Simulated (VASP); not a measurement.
Consider the following.

```xyz
4
Lattice="1.9650 -3.4035 0.0000 1.9650 3.4035 0.0000 0.0000 0.0000 5.1300" Properties=species:S:1:pos:R:3 pbc="T T T"
Ni     0.0000     0.0000     2.5650
Ni     0.0000     0.0000     0.0000
Sb     1.9650     1.1345     1.2825
Sb     1.9650    -1.1345     3.8475
```

These are LDA (Ceperley-Alder, Perdew-Zunger), VASP's LDA PAW potentials (set 64) (plane waves; VASP) values and carry that method's errors. Run with 300 eV cut-off, 8×8×5 Γ-centred mesh, Fermi-Dirac smearing of 0.10 eV, potentials Ni Sb.

At this cut-off the stress carries a Pulay error, which pulls relaxed volumes low. Energy and stress use the plane-wave basis of the starting cell.

Problem. The ions, cell shape and volume are relaxed. Give the cell that the relaxation ends in.

Solution. 
```xyz
4
Lattice="1.9427 -3.3648 0.0000 1.9427 3.3648 0.0000 0.0000 0.0000 5.0224" Properties=species:S:1:pos:R:3 pbc="T T T"
Ni     0.0000     0.0000     2.5112
Ni     0.0000     0.0000     0.0000
Sb     1.9427     1.1216     1.2556
Sb     1.9427    -1.1216     3.7668
```
Space group P6_3/mmc (194), at a tolerance of 0.03 Å.

Problem. How do energy and volume change from the first to the last step?

Solution. The energy (σ→0) changes by -14.1 meV/atom and the volume by -4.3 %, in 10 ionic steps.

| step | E(σ→0) (eV) | max force (eV/Å) | pressure (GPa) | volume (Å³) |
|---|---|---|---|---|
| 1 | -24.1142 | 0.000 | -5.40 | 68.62 |
| 2 | -24.1233 | 0.000 | 6.35 | 63.03 |
| 3 | -24.1700 | 0.000 | -0.06 | 65.69 |
| 4 | -24.1701 | 0.000 | 0.04 | 65.63 |
| 5 | -24.1705 | 0.000 | 0.06 | 65.64 |
| 6 | -24.1704 | 0.000 | 0.03 | 65.64 |
| 7 | -24.1704 | 0.000 | 0.15 | 65.64 |
| 8 | -24.1701 | 0.000 | -0.22 | 65.80 |
| 9 | -24.1704 | 0.000 | -0.19 | 65.69 |
| 10 | -24.1704 | 0.000 | 0.01 | 65.66 |

The structure is a typed NiSb crystal (P6_3/mmc). This run relaxes it. Symmetry was kept, so distortions that lower it aren't found. The run is one of a series of settings (EDIFFG = -0.01, IBRION = 2, ISIF = 3, NSW = 50 against the base run), some of them coarse on purpose. The run is not spin-polarised, so no magnetic state was tried.
